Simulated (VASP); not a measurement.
VASP ran on this input.

File POSCAR:
```
CsBr
1
    4.3481276879     0.0000000000     0.0000000000
    0.0000000000     4.3481276879     0.0000000000
    0.0000000000     0.0000000000     4.3481276879
Cs Br
1 1
Direct
  0.0000000000   0.0000000000   0.0000000000
  0.5000000000   0.5000000000   0.5000000000
```

KPOINTS:
```
Automatic mesh
0
Gamma
6 6 6
0 0 0
```

**INCAR**
```
GGA = PE   # PBE
LCHARG = .False.
LREAL = .False.   # projection in real space or not
ISIF = 2
ALGO = Normal
PREC = Accurate
LMAXMIX = 4
LWAVE = .False.
SYSTEM = CsBr
ENCUT = 520   # plane-wave cut-off (eV)
EDIFF = 1E-7   # SCF stop (eV)
SIGMA = 0.05   # width (eV)
ISMEAR = 0
NELM = 100   # most electronic steps
IVDW = 12   # D3, Becke-Johnson
LASPH = .True.
```

POTCAR, in this order: Cs_sv Br (PBE.64 set). Program: vasp_std.

Q: Translate this PBE-D3(BJ) calculation to Quantum ESPRESSO's pw.x.

A: One equivalent input (not run):
```
&CONTROL
  calculation = 'scf'
  pseudo_dir = './pseudo'
  outdir = './out'
  tprnfor = .true.
  tstress = .true.
/
&SYSTEM
  ibrav = 0
  nat = 2
  ntyp = 2
  ecutwfc = 50
  occupations = 'smearing'
  smearing = 'gaussian'
  degauss = 0.003675
  input_dft = 'pbe'
  vdw_corr = 'grimme-d3'
  dftd3_version = 4
  dftd3_threebody = .false.
/
&ELECTRONS
  conv_thr = 7.3e-09
  electron_maxstep = 100
/
ATOMIC_SPECIES
  Cs 132.905 Cs.upf
  Br 79.904 Br.upf
CELL_PARAMETERS angstrom
     4.3481277    0.0000000    0.0000000
     0.0000000    4.3481277    0.0000000
     0.0000000    0.0000000    4.3481277
ATOMIC_POSITIONS crystal
  Cs   0.0000000  0.0000000  0.0000000
  Br   0.5000000  0.5000000  0.5000000
K_POINTS automatic
  6 6 6 0 0 0
```
Limits of the translation: the potentials are each code's own (VASP's PAW set, PseudoDojo norm-conserving files in pw.x), so ENCUT and ecutwfc are chosen apart and not converted; conv_thr bounds pw.x's estimated SCF error, while EDIFF bounds the energy change between steps.

The compound is CsBr in the CsCl type structure. This cell is one point of a volume scan, at 1.03 of the reference volume.
